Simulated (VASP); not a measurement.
A run of VASP 6.6.1:

Contents of INCAR:

```
SYSTEM = HfZrSe3
PREC = Normal
ENCUT = 520
EDIFF = 1E-5
ISMEAR = 0
SIGMA = 0.15
LREAL = Auto
LASPH = .True.
NELM = 80
ALGO = Fast
ISIF = 2
LWAVE = .False.
LCHARG = .False.
GGA = PE
```

File KPOINTS:

```
regular mesh
0
Gamma
  4 4 4
  0 0 0
```

Contents of POSCAR:

```
HfZrSe3
1.0
    3.3202900000      1.9169700000      6.2887400000
   -3.3202900000      1.9169700000      6.2887400000
    0.0000000000     -3.8339400000      6.2887400000
Zr Hf Se
2 2 6
Direct
    0.3338820000      0.3338820000      0.3338820000
    0.6661180000      0.6661180000      0.6661180000
    0.1682210000      0.1682210000      0.1682210000
    0.8317790000      0.8317790000      0.8317790000
    0.7554260000      0.4164410000      0.0820390000
    0.4164410000      0.0820390000      0.7554260000
    0.0820390000      0.7554260000      0.4164410000
    0.2445740000      0.5835590000      0.9179610000
    0.5835590000      0.9179610000      0.2445740000
    0.9179610000      0.2445740000      0.5835590000
```

Potentials or basis: VASP PAW PBE potentials, release 64 (Zr_sv, Hf_pv, Se).

Launch:

```bash
$ cat potpaw_PBE.64/Zr_sv/POTCAR potpaw_PBE.64/Hf_pv/POTCAR potpaw_PBE.64/Se/POTCAR > POTCAR
$ mpirun -np 1 vasp_std > vasp.out
```

Hardware: 1 thread of Intel(R) Xeon(R) Platinum 8488C (Sapphire Rapids) (shared host).

**Question.** Estimate the wall time of this run.

**Answer.** Wall time 4.8 min on 1 thread of Intel(R) Xeon(R) Platinum 8488C (Sapphire Rapids) (shared host), peak memory 0.32 GiB. Counts: scf iterations 20, k points 14.
